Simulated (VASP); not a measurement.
# GeB2C2 (Pmm2) in VASP: further runs

One crystal, GeB2C2, is run at these levels: r2SCAN, PBE; tasks: single point, relaxation of cell and atoms.

Everything below comes from runs of VASP 6.6.1. Logs are shortened: lines on timing, memory, paths and dates and some standing lists are left out, and cuts for length are marked.

### Step 1. The crystal as given

The structure is orthorhombic, space group Pmm2 (No. 25). Conventional cell: a = 2.766 Å, b = 4.196 Å, c = 4.692 Å, α = 90.00°, β = 90.00°, γ = 90.00°. Around Ge (site symmetry mm2) lie 6 C at 2.51 to 2.69 Å and 6 B at 2.59 to 2.73 Å and 2 Ge at 2.77 Å. Around B (site symmetry mm2) lie 3 C at 1.57 to 1.59 Å. B (site symmetry mm2) is surrounded by 3 C at 1.57 to 1.59 Å. C (site symmetry mm2) is surrounded by 3 B at 1.57 Å. C (site symmetry mm2) has 3 B at 1.59 Å as nearest neighbours.

The cell was built by a generator and needn't be a form met in nature.

### Step 2. Single point, r2SCAN

The input, INCAR:

```
SYSTEM = GeB2C2
ALGO = Normal ; EDIFF = 1E-6
ENCUT = 520 ; ISIF = 2
ISMEAR = 0 ; KPAR = 4
LASPH = .TRUE. ; LCHARG = .FALSE.
LMIXTAU = .TRUE. ; LREAL = .FALSE.
LWAVE = .FALSE. ; METAGGA = R2SCAN
NBANDS = 22 ; NELM = 150
PREC = Accurate ; SIGMA = 0.1
```

The input, KPOINTS:

```
k-points
0
G
  10 8 6
  0 0 0
```

The input, POSCAR:

```
GeB2C2                                  
1.0
    2.7657638869      0.0000000000      0.0000000000
    0.0000000000      4.1963866122      0.0000000000
    0.0000000000      0.0000000000      4.6921212847
  Ge              B               C             
     1     2     2
Direct
     0.0000000000000000    0.0000000000000000    0.9709035455360412
     0.5000000000000000    0.5000000000000000    0.8356967188865250
     0.0000000000000000    0.5000000000000000    0.3418912879890930
     0.0000000000000000    0.5000000000000000    0.6757054513197338
     0.5000000000000000    0.5000000000000000    0.1755897162686100
```

Potentials or basis: VASP PAW PBE potentials, release 64 (Ge_d, B, C).

Command:

```bash
$ cat potpaw_PBE.64/Ge_d/POTCAR potpaw_PBE.64/B/POTCAR potpaw_PBE.64/C/POTCAR > POTCAR
$ mpirun -np 4 vasp_std > vasp.out
```

OUTCAR:

```text
SYSTEM = GeB2C2
   EDIFF = 1E-6
   ENCUT = 520
   ISIF = 2
   ISMEAR = 0
   LASPH = .TRUE.
   LREAL = .FALSE.
   METAGGA = R2SCAN
   NELM = 150
   PREC = Accurate

 ion  position               nearest neighbor table
   1  0.000  0.000  0.971-
   2  0.500  0.500  0.836-   4 1.57   4 1.57   5 1.59
   3  0.000  0.500  0.342-   4 1.57   5 1.59   5 1.59
   4  0.000  0.500  0.676-   3 1.57   2 1.57   2 1.57
   5  0.500  0.500  0.176-   3 1.59   3 1.59   2 1.59

  LATTYP: Found a simple orthorhombic cell.
 ALAT       =     2.7657638869
 B/A-ratio  =     1.5172613368
 C/A-ratio  =     1.6965010307

  Lattice vectors:

 A1 = (   2.7657638869,   0.0000000000,   0.0000000000)
 A2 = (   0.0000000000,   4.1963866122,   0.0000000000)
 A3 = (   0.0000000000,   0.0000000000,   4.6921212847)

Analysis of symmetry for initial positions (statically):
=====================================================================
 Subroutine PRICEL returns:
 Original cell was already a primitive cell.

 Routine SETGRP: Setting up the symmetry group for a
 simple orthorhombic supercell.

 Subroutine GETGRP returns: Found  4 space group operations
 (whereof  4 operations were pure point group operations)
 out of a pool of  8 trial point group operations.

The static configuration has the point symmetry C_2v.

Analysis of symmetry for dynamics (positions and initial velocities):
=====================================================================
 Subroutine PRICEL returns:
 Original cell was already a primitive cell.

 Routine SETGRP: Setting up the symmetry group for a
 simple orthorhombic supercell.

 Subroutine GETGRP returns: Found  4 space group operations
 (whereof  4 operations were pure point group operations)
 out of a pool of  8 trial point group operations.

The dynamic configuration has the point symmetry C_2v.

 Subroutine INISYM returns: Found  4 space group operations
 (whereof  4 operations are pure point group operations),
 and found     1 'primitive' translations

----------------------------------------------------------------------------------------

                                     Primitive cell

[... 93 lines left out ...]
   LASPH  =      T    aspherical Exc in radial PAW
   ENCUT  =  520.0 eV  38.22 Ry    6.18 a.u.   5.14  7.80  8.72*2*pi/ulx,y,z
   NELM   =    150;   NELMIN=  2; NELMDL= -5     # of ELM steps
   EDIFF  = 0.1E-05   stopping-criterion for ELM
   LREAL  =      F    real-space projection
   EDIFFG = 0.1E-04   stopping-criterion for IOM
   NSW    =      0    number of steps for IOM
   IBRION =     -1    ionic relax: 0-MD 1-quasi-New 2-CG
   NFREE  =      0    steps in history (QN), initial steepest desc. (CG)
   ISIF   =      2    stress and relaxation
   ISYM   =      2    0-nonsym 1-usesym 2-fastsym
   POTIM  = 0.5000    time-step for ionic-motion
   TEBEG  =    0.0;   TEEND  =   0.0 temperature during run
   PSTRESS=    0.0 pullay stress
   NELECT =      28.0000    total number of electrons
   NUPDOWN=      -1.0000    fix difference up-down
   EMIN   =  10.00;   EMAX   =-10.00  energy-range for DOS
   EFERMI =   0.00;   METHOD = LEGACY
   ISMEAR =     0;   SIGMA  =   0.10  broadening in eV -4-tet -1-fermi 0-gaus
   EFERMI_NEDOS =   21; number of points for ismear=-14 and -15
   IALGO  =     38    algorithm
   IMIX   =      4    mixing-type and parameters
     AMIX     =   0.40;   BMIX     =  1.00
     AMIX_MAG =   1.60;   BMIX_MAG =  1.00
  volume/ion in A,a.u.               =      10.89        73.50
  Fermi-wavevector in a.u.,A,eV,Ry     =   1.311518  2.478410 23.403100  1.720079
  Thomas-Fermi vector in A             =   2.441974
   LORBIT       =      0    0 simple, 1 ext, 2 COOP (PROOUT), +10 PAW based schemes
   METAGGA = R2SCAN    functional components
   LHFCALC =     F    Hartree Fock is set to
   AEXX    =    0.0000 exact exchange contribution
   IVDW    =     0    specifies the selected vdW correction
   LEPSILON=     F    determine dielectric tensor
   LRPA    =     F    only Hartree local field effects (RPA)
 non-spin polarized calculation
 Gauss-broadening in eV      SIGMA  =   0.10
  energy-cutoff  :      520.00
  volume of cell :       54.46
 maximum number of plane-waves:      1488
 NGX is ok and might be reduce to    24
   NGX = 11   NGY = 15   NGZ = 17

 number of electron      28.0000018 magnetization

 Free energy of the ion-electron system (eV)
  ---------------------------------------------------
  ext. energy  EPLUGINS =         0.00000000
  ---------------------------------------------------
  free energy    TOTEN  =       -46.49377468 eV

  energy without entropy =      -46.48972232  energy(sigma->0) =      -46.49174850

 E-fermi :   4.6986     XC(G=0): -11.4863

 val. band max:        4.6969659695   @ k =   0.0000   0.5000   0.0000
 cond. band min:       4.7097462223   @ k =   0.1000   0.0000   0.5000
 fundamental gap:      0.0127802528
 Fermi energy:         4.6986265947

 k-point     1 :       0.0000    0.0000    0.0000
  band No.  band energies     occupation
      1     -21.0683      2.00000
      2     -20.9926      2.00000
      3     -20.9919      2.00000
      4     -20.9453      2.00000
      5     -20.9144      2.00000
      6     -11.4470      2.00000
[... 589 lines left out ...]
     21      15.8467      0.00000
     22      15.8926      0.00000

 [... further k-points ...]

------------------------ aborting loop because EDIFF is reached ----------------------------------------

  FORCE on cell =-STRESS in cart. coord.  units (eV):
  Direction    XX          YY          ZZ          XY          YZ          ZX
  --------------------------------------------------------------------------------------
  -------------------------------------------------------------------------------------
  Total       -0.9658141     -0.5386235     -0.8058314      0.0000000      0.0000000      0.0000000
  in kB      -28.4147787    -15.8465997    -23.7080025      0.0000000      0.0000000      0.0000000
  external PRESSURE =     -22.6564603 kB  Pullay stress =       0.0000000 kB

 VOLUME and BASIS-vectors are now :
 -----------------------------------------------------------------------------
  energy-cutoff  :      520.00
  volume of cell :       54.46
      direct lattice vectors                 reciprocal lattice vectors
     2.765763887  0.000000000  0.000000000     0.361563764  0.000000000  0.000000000
     0.000000000  4.196386612  0.000000000     0.000000000  0.238300255  0.000000000
     0.000000000  0.000000000  4.692121285     0.000000000  0.000000000  0.213123221

 POSITION                                       TOTAL-FORCE (eV/Angst)
 -----------------------------------------------------------------------------------
      0.00000      0.00000      4.55560         0.000000      0.000000     -0.067450
      1.38288      2.09819      3.92119         0.000000      0.000000      0.087554
      0.00000      2.09819      1.60420         0.000000      0.000000      0.113162
      0.00000      2.09819      3.17049         0.000000      0.000000      0.018623
      1.38288      2.09819      0.82389         0.000000      0.000000     -0.151888
 -----------------------------------------------------------------------------------
    total drift:                                0.000000     -0.000000      0.001729

  FREE ENERGIE OF THE ION-ELECTRON SYSTEM (eV)
  ---------------------------------------------------
  free  energy   TOTEN  =       -46.4937746802 eV

  energy  without entropy=      -46.4897223172  energy(sigma->0) =      -46.49174850
```

OSZICAR:

```text
N       E                     dE             d eps       ncg     rms          rms(c)
DAV:   1     0.182223488263E+03    0.18222E+03   -0.13511E+04  6468   0.269E+03
DAV:   2    -0.250759941403E+02   -0.20730E+03   -0.19374E+03  5870   0.670E+02
DAV:   3    -0.539606715895E+02   -0.28885E+02   -0.28523E+02  6480   0.129E+02
[... 10 lines left out ...]
DAV:  14    -0.464931155695E+02    0.22908E-03   -0.28475E-04  5616   0.145E-01    0.914E-03
DAV:  15    -0.464937700608E+02   -0.65449E-03   -0.26732E-04  5424   0.118E-01    0.815E-03
DAV:  16    -0.464937685233E+02    0.15375E-05   -0.19545E-05  6132   0.350E-02    0.740E-03
DAV:  17    -0.464937721004E+02   -0.35771E-05   -0.59572E-06  5574   0.194E-02    0.428E-03
DAV:  18    -0.464937742197E+02   -0.21193E-05   -0.15211E-06  4642   0.120E-02    0.133E-03
DAV:  19    -0.464937746802E+02   -0.46046E-06   -0.27579E-07  3000   0.411E-03
   1 F= -.46493775E+02 E0= -.46491748E+02  d E =-.405236E-02
```

Run time: 6.9 min. Hardware: 4 MPI ranks of AMD EPYC 7R43 (Zen 3), shared host; peak memory 0.23 GiB.

Results:

```
Free energy            : -46.4938 eV
Pressure               : -2.3 GPa
Largest force          : 0.152 eV/Å
Band gap on the k mesh : none (metal or under the smearing width)
```

Forces in eV/Å, atoms in the order of the input:
```
Ge   0.000  0.000 -0.067
B    0.000  0.000  0.088
B    0.000  0.000  0.113
C    0.000  0.000  0.019
C    0.000  0.000 -0.152
```

Caveat: the PAW data sets were made with another functional, which shifts forces and pressure a little.

### Step 3. Relaxation of cell and atoms, PBE

This run uses another cell than the first one, of 9.53 Å³/atom, 0.875 times its volume.

The input, INCAR:

```
  PREC = Accurate
  ENCUT = 520
  EDIFF = 1E-6
  ISMEAR = 0
  SIGMA = 0.1
  LREAL = False
  LASPH = True
  NELM = 120
  ALGO = Normal
  ISIF = 3
  LWAVE = False
  LCHARG = False
  GGA = PE
  IBRION = 2
  NSW = 90
  EDIFFG = -0.01
  KPAR = 4
```

The input, KPOINTS:

```
Automatic mesh
0
Gamma
  12 12 4
```

The input, POSCAR:

```
GeB2C2
1.0
    2.7528022900      0.0000000000      0.0000000000
   -1.3764011500      2.3839967200      0.0000000000
    0.0000000000      0.0000000000      7.2620000000
Ge B C
1 2 2
Direct
    0.0000000000      0.0000000000      0.0000000000
    0.6666666700      0.3333333300      0.3526576700
    0.3333333300      0.6666666700      0.6473423300
    0.6666666700      0.3333333300      0.6542274900
    0.3333333300      0.6666666700      0.3457725100
```

Potentials or basis: VASP PAW PBE potentials, release 64 (Ge_d, B, C).

Command:

```bash
$ cat potpaw_PBE.64/Ge_d/POTCAR potpaw_PBE.64/B/POTCAR potpaw_PBE.64/C/POTCAR > POTCAR
$ mpirun -np 4 vasp_std > vasp.out
```

Run time: 2.9 min. Hardware: 4 MPI ranks of AMD EPYC 7R43 (Zen 3), shared host; peak memory 0.18 GiB.

It converged, with:

* Free energy: -34.0873 eV
* Relaxed volume: 9.50 Å³/atom
* Relaxed cell: a = 2.751 Å, b = 2.751 Å, c = 7.249 Å, α = 90.00°, β = 90.00°, γ = 120.00°
* Space group after relaxing (to 0.05 Å): P-3m1 (No. 164)
* Energy gained by relaxing: 0.2 meV/atom
* Ionic steps: 14
* Pressure after relaxing: 0.1 GPa
* Largest force after relaxing: 0.005 eV/Å
* Band gap on the k mesh: none (metal or under the smearing width)

Forces in eV/Å, atoms in the order of the input:
```
Ge   0.000  0.000  0.000
B    0.000  0.000 -0.005
B    0.000  0.000  0.005
C    0.000  0.000  0.003
C    0.000  0.000 -0.003
```

Step by step:
| step | energy change (eV) | largest force (eV/Å) | pressure (GPa) | volume (Å³) |
| --- | --- | --- | --- | --- |
| 1 | 0.0000 | 0.1167 | -0.16 | 47.66 |
| 2 | -0.0009 | 0.0177 | 0.22 | 47.59 |
| 3 | -0.0009 | 0.0226 | 0.23 | 47.60 |
| 4 | -0.0010 | 0.0255 | -0.24 | 47.68 |
| 5 | -0.0010 | 0.0181 | 0.16 | 47.64 |
| 6 | -0.0010 | 0.0209 | -0.21 | 47.66 |
| 7 | -0.0010 | 0.0196 | -0.02 | 47.65 |
| 8 | -0.0010 | 0.0199 | -0.09 | 47.65 |
| 9 | -0.0011 | 0.0177 | -0.06 | 47.64 |
| 10 | -0.0012 | 0.0123 | -0.05 | 47.60 |
| 11 | -0.0012 | 0.0022 | 0.02 | 47.53 |
| 12 | -0.0012 | 0.0058 | -0.10 | 47.55 |
| 13 | -0.0011 | 0.0041 | 0.50 | 47.46 |
| 14 | -0.0012 | 0.0051 | 0.11 | 47.52 |

Final structure:
```xyz
5
Lattice="2.7514 0.0000 0.0000 -1.3757 2.3827 0.0000 0.0000 0.0000 7.2492" Properties=species:S:1:pos:R:3 pbc="T T T"
Ge    0.0000    0.0000    0.0000
B     1.3757    0.7942    2.5525
B     0.0000    1.5885    4.6967
C     1.3757    0.7942    4.7555
C     0.0000    1.5885    2.4937
```

Levels at points of the mesh, in eV from the Fermi level:
| k point | band 11 | band 12 | band 13 | band 14 | band 15 | band 16 | band 17 | band 18 |
| --- | --- | --- | --- | --- | --- | --- | --- | --- |
| (0.00, 0.00, 0.00) | -0.55 | -0.55 | 0.33 | 0.33 | 3.69 | 8.56 | 8.56 | 8.86 |
| (0.50, 0.00, 0.00) | -5.32 | -3.31 | -2.22 | -0.98 | 0.83 | 1.98 | 3.12 | 6.07 |
| (0.00, 0.00, 0.50) | -0.55 | -0.09 | 0.33 | 0.33 | 0.88 | 8.73 | 8.73 | 8.78 |
| (0.50, 0.00, 0.50) | -4.46 | -3.29 | -2.54 | -2.24 | -0.51 | 3.59 | 5.57 | 6.13 |

### Step 4. Relaxation of cell and atoms, PBE

This run uses another cell than the first one, of 9.50 Å³/atom, 0.873 times its volume.

INCAR: that of step 3 with these lines changed.

```diff
@@ -2,3 +2,3 @@
   ENCUT = 520
-  EDIFF = 1E-6
+  EDIFF = 1E-7
   ISMEAR = 0
@@ -14,4 +14,5 @@
   IBRION = 2
-  NSW = 90
-  EDIFFG = -0.01
+  NSW = 60
+  EDIFFG = -0.005
+  POTIM = 0.3
   KPAR = 4
```

KPOINTS is that of step 3.

The input, POSCAR:

```
GeB2C2                                  
1.0
    2.7513537597      0.0000000000     -0.0000000000
   -1.3756768849      2.3827422560      0.0000000000
    0.0000000000      0.0000000000      7.2492153232
  Ge              B               C             
     1     2     2
Direct
     0.0000000000000000    0.0000000000000000    0.0000000000000000
     0.6666666699999979    0.3333333300000021    0.3521098561935981
     0.3333333300000021    0.6666666699999979    0.6478901438064021
     0.6666666699999979    0.3333333300000021    0.6560029577258918
     0.3333333300000021    0.6666666699999979    0.3439970422741083
```

Command:

```bash
$ cat potpaw_PBE.64/Ge_d/POTCAR potpaw_PBE.64/B/POTCAR potpaw_PBE.64/C/POTCAR > POTCAR
$ mpirun -np 4 vasp_std > vasp.out
```

Wall time 1.8 min (4 MPI ranks of AMD EPYC 7R43 (Zen 3), shared host); peak memory 0.17 GiB.

The run converged. Its results:

- Free energy: -34.0872 eV
- Relaxed volume: 9.51 Å³/atom
- Relaxed cell: a = 2.751 Å, b = 2.751 Å, c = 7.255 Å, α = 90.00°, β = 90.00°, γ = 120.00°
- Space group after relaxing (to 0.05 Å): P-3m1 (No. 164)
- Energy gained by relaxing: 0.0 meV/atom
- Ionic steps: 9
- Pressure after relaxing: 0.0 GPa
- Largest force after relaxing: 0.004 eV/Å
- Band gap on the k mesh: none (metal or under the smearing width)

Forces in eV/Å, atoms in the order of the input:
```
Ge   0.000  0.000  0.000
B    0.000  0.000 -0.004
B    0.000  0.000  0.004
C    0.000  0.000  0.002
C    0.000  0.000 -0.002
```

Final structure:
```
Ge B C
1.0
     2.75145    0.00000    0.00000
    -1.37572    2.38282    0.00000
     0.00000    0.00000    7.25459
Ge B C
1 2 2
Direct
  0.00000 0.00000 0.00000
  0.66667 0.33333 0.35198
  0.33333 0.66667 0.64802
  0.66667 0.33333 0.65607
  0.33333 0.66667 0.34393
```

Levels at points of the mesh, in eV from the Fermi level:
```csv
k point,band 10,band 11,band 12,band 13,band 14,band 15,band 16,band 17,band 18
"(0.00, 0.00, 0.00)",-3.74,-0.55,-0.55,0.33,0.33,3.67,8.57,8.57,8.87
"(0.50, 0.00, 0.00)",-6.01,-5.32,-3.30,-2.22,-0.98,0.83,1.97,3.12,6.06
"(0.00, 0.00, 0.50)",-0.55,-0.55,-0.10,0.33,0.33,0.87,8.74,8.74,8.80
"(0.50, 0.00, 0.50)",-5.34,-4.47,-3.28,-2.53,-2.24,-0.50,3.58,5.57,6.17
```

(Part 1 of 2 ends here.)
